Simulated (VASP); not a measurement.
An input for Quantum ESPRESSO's pw.x (written as the equivalent of a VASP run, and not itself run):

```
&CONTROL
  calculation = 'vc-relax'
  pseudo_dir = './pseudo'
  outdir = './out'
  tprnfor = .true.
  tstress = .true.
  nstep = 40
  forc_conv_thr = 0.00078
/
&SYSTEM
  ibrav = 0
  nat = 6
  ntyp = 3
  ecutwfc = 96
  occupations = 'smearing'
  smearing = 'methfessel-paxton'
  degauss = 0.00735
  input_dft = 'pbesol'
  nspin = 2
  starting_magnetization(1) = 0.24
  starting_magnetization(2) = -0.24
/
&ELECTRONS
  conv_thr = 7.3e-08
  electron_maxstep = 100
/
&IONS
/
&CELL
  press = 50
/
ATOMIC_SPECIES
  Mn1 54.938 Mn.upf
  Mn2 54.938 Mn.upf
  O 15.999 O.upf
CELL_PARAMETERS angstrom
     4.3418670   -0.0000000    0.0000000
    -0.0000000    4.3418670    0.0000000
     0.0000000    0.0000000    2.8167478
ATOMIC_POSITIONS crystal
  Mn1  0.0000000  0.0000000  0.0000000
  Mn2  0.5000000  0.5000000  0.5000000
  O    0.3029084  0.3029084  0.0000000
  O    0.8029084  0.1970916  0.5000000
  O    0.1970916  0.8029084  0.5000000
  O    0.6970916  0.6970916  0.0000000
K_POINTS automatic
  7 7 11 0 0 0
```

### Question
Write the VASP files for the same calculation (PBEsol).

### Answer
Several could match; the one computed here: 
### POSCAR
```
MnO2
1.0
  4.3418670050   0.0000000000   0.0000000000
  0.0000000000   4.3418670050   0.0000000000
  0.0000000000   0.0000000000   2.8167478261
Mn O
2 4
Cart
  0.0000000000   0.0000000000   0.0000000000
  2.1709335025   2.1709335025   1.4083739130
  1.3151881295   1.3151881295   0.0000000000
  3.4861216320   0.8557453730   1.4083739130
  0.8557453730   3.4861216320   1.4083739130
  3.0266788755   3.0266788755   0.0000000000
```

INCAR:
```
SYSTEM = MnO2
PREC = Accurate
ENCUT = 620
EDIFF = 1E-6
NELM = 100
ALGO = Normal
LREAL = .FALSE.
LASPH = .TRUE.
ISMEAR = 1
SIGMA = 0.1
GGA = PS
LMAXMIX = 4
ISPIN = 2
MAGMOM = 2.4 -2.4 -0.0 0.0 0.0 -0.0
LORBIT = 10
LWAVE = .FALSE.
LCHARG = .FALSE.
IBRION = 2
ISIF = 3
NSW = 40
EDIFFG = -0.02
PSTRESS = 50
```

File KPOINTS:
```
kpoints
0
Gamma
7 7 11
0 0 0
```

POTCAR, in this order: Mn_pv O (PBE.64 set). Program: vasp_std.

What does not carry over: the potentials are each code's own (VASP's PAW set, PseudoDojo norm-conserving files in pw.x), so ENCUT and ecutwfc are chosen apart and not converted; conv_thr bounds pw.x's estimated SCF error, while EDIFF bounds the energy change between steps; starting_magnetization is a fraction of the valence charge and MAGMOM a moment in μB, so they match only roughly; forc_conv_thr acts on force components and is met together with etot_conv_thr.

The compound is MnO2 in the rutile structure. It was relaxed first under an external pressure of 5 GPa.
